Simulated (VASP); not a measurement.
Level of theory: PBE GGA, VASP's PBE PAW potentials (set 64) (plane waves; VASP).

The input files of a VASP run:

### INCAR
```
# general
SYSTEM = SiC
PREC   = Accurate
ENCUT  = 520
LREAL  = .FALSE.   # projection in real space or not
LASPH  = .TRUE.   # aspherical one-centre terms

# electronic loop
EDIFF  = 1E-7   # SCF stop (eV)
NELM   = 100   # most electronic steps
ALGO   = Normal   # blocked Davidson

# smearing
ISMEAR = 0   # Gaussian
SIGMA  = 0.05

# functional
GGA    = PE   # PBE

# ions
ISIF   = 2

# output
LWAVE  = .FALSE.
LCHARG = .FALSE.
```

POSCAR:
```
SiC
1
    0.0000000000     2.1449995102     2.1449995102
    2.1449995102     0.0000000000     2.1449995102
    2.1449995102     2.1449995102     0.0000000000
Si C
1 1
Direct
  0.0000000000   0.0000000000   0.0000000000
  0.2500000000   0.2500000000   0.2500000000
```

File KPOINTS:
```
Automatic mesh
0
Gamma
10 10 10
0 0 0
```

POTCAR, in this order: Si C (PBE.64 set). Program: vasp_std.

The resulting files:

**OSZICAR**
```
       N       E                     dE             d eps       ncg     rms          rms(c)
DAV:   1     0.352791957610E+01    0.35279E+01   -0.42304E+03   800   0.845E+02
DAV:   2    -0.166976948378E+02   -0.20226E+02   -0.19295E+02  1088   0.107E+02
DAV:   3    -0.169952467136E+02   -0.29755E+00   -0.29755E+00   920   0.161E+01
DAV:   4    -0.169960572102E+02   -0.81050E-03   -0.81050E-03  1176   0.865E-01
DAV:   5    -0.169960574296E+02   -0.21937E-06   -0.21937E-06   864   0.123E-02    0.932E+00
DAV:   6    -0.150825267800E+02    0.19135E+01   -0.77081E+00   824   0.161E+01    0.414E+00
DAV:   7    -0.150127580552E+02    0.69769E-01   -0.41022E-01  1160   0.448E+00    0.187E+00
DAV:   8    -0.150046578032E+02    0.81003E-02   -0.19454E-02   760   0.129E+00    0.157E-01
DAV:   9    -0.150049458579E+02   -0.28805E-03   -0.69619E-04  1192   0.236E-01    0.103E-01
DAV:  10    -0.150050473209E+02   -0.10146E-03   -0.17996E-04  1000   0.110E-01    0.218E-02
DAV:  11    -0.150050483176E+02   -0.99675E-06   -0.31650E-05   944   0.359E-02    0.507E-03
DAV:  12    -0.150050485408E+02   -0.22321E-06   -0.12202E-06   944   0.873E-03    0.134E-03
DAV:  13    -0.150050486030E+02   -0.62202E-07   -0.11660E-07   584   0.284E-03
   1 F= -.15005049E+02 E0= -.15005049E+02  d E =-.135790E-19
```

File OUTCAR:
```
------------------------ aborting loop because EDIFF is reached ----------------------------------------
  FORCE on cell =-STRESS in cart. coord.  units (eV):
  Direction    XX          YY          ZZ          XY          YZ          ZX
  --------------------------------------------------------------------------------------
  Total        1.8261220      1.8261220      1.8261220      0.0000000      0.0000000      0.0000000
  in kB      148.2274987    148.2274987    148.2274987      0.0000000      0.0000000      0.0000000
  external PRESSURE =     148.2274987 kB  Pullay stress =       0.0000000 kB
  volume of cell :       19.74
      direct lattice vectors                 reciprocal lattice vectors
     0.000000000  2.144999510  2.144999510    -0.233100286  0.233100286  0.233100286
     2.144999510  0.000000000  2.144999510     0.233100286 -0.233100286  0.233100286
     2.144999510  2.144999510  0.000000000     0.233100286  0.233100286 -0.233100286
  FREE ENERGIE OF THE ION-ELECTRON SYSTEM (eV)
  ---------------------------------------------------
  free  energy   TOTEN  =       -15.0050486030 eV

  energy  without entropy=      -15.0050486030  energy(sigma->0) =      -15.00504860
```
(Selected blocks of OUTCAR.)

The compound is SiC in the zinc blende structure. This cell is one point of a volume scan, at 0.94 of the reference volume.
